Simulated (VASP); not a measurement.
Data:

```xyz
6
Lattice="1.5989 -2.7694 0.0000 1.5989 2.7694 0.0000 0.0000 0.0000 12.4348" Properties=species:S:1:pos:R:3 pbc="T T T"
Mo     1.5989     0.9231     3.1087
Mo     1.5989    -0.9231     9.3261
S      1.5989     0.9231    10.9107
S      1.5989    -0.9231     4.6933
S      1.5989    -0.9231     1.5241
S      1.5989     0.9231     7.7415
```

Level of theory: optB86b-vdW, VASP's PBE PAW potentials (set 64) (plane waves; VASP). Numerical set-up: 520 eV cut-off, 8×8×2 Γ-centred mesh, Gaussian smearing of 0.050 eV, potentials Mo_sv S.

Task: The ions and cell shape at fixed volume are relaxed. Predict the relaxed structure.

Result: 
```xyz
6
Lattice="1.5869 -2.7485 0.0000 1.5869 2.7485 0.0000 0.0000 0.0000 12.6246" Properties=species:S:1:pos:R:3 pbc="T T T"
Mo     1.5869     0.9162     3.1562
Mo     1.5869    -0.9162     9.4685
S      1.5869     0.9162    11.0364
S      1.5869    -0.9162     4.7241
S      1.5869    -0.9162     1.5883
S      1.5869     0.9162     7.9006
```
Space group P6_3/mmc (194), at a tolerance of 0.03 Å.

Task: How much energy does the relaxation gain?

Result: The energy (σ→0) changes by -5.8 meV/atom, in 5 ionic steps.

| step | E(σ→0) (eV) | max force (eV/Å) | pressure (GPa) | volume (Å³) |
|---|---|---|---|---|
| 1 | -32.5066 | 0.459 | -4.13 | 110.13 |
| 2 | -32.5276 | 0.032 | -2.18 | 110.13 |
| 3 | -32.5276 | 0.025 | -2.14 | 110.13 |
| 4 | -32.5380 | 0.007 | -1.47 | 110.13 |
| 5 | -32.5413 | 0.010 | -0.77 | 110.13 |

The compound is MoS2 in the 2H layered structure. This cell is one point of a volume scan, at 1.03 of the reference volume. Symmetry was kept, so distortions that lower it aren't found.
